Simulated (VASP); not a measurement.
Energy against volume of NaCl (rock salt). Computed with PBE GGA, VASP's PBE PAW potentials (set 64) (plane waves; VASP 6.6.1).

| V (Å³/atom) | E (eV/atom) |
|---|---|
| 21.634 | -3.38101 |
| 22.324 | -3.38681 |
| 23.015 | -3.38892 |
| 23.705 | -3.38789 |
| 24.395 | -3.38422 |

Problem. Fit a third-order Birch-Murnaghan equation of state.

Solution. 
The volume per atom comes out as 23.12 Å³/atom, the bulk modulus comes out as 23.7 GPa and the pressure derivative of the bulk modulus is 4.59. The lattice constant a comes out as 569.7 pm.

The compound is NaCl in the rock salt structure. It was relaxed first.
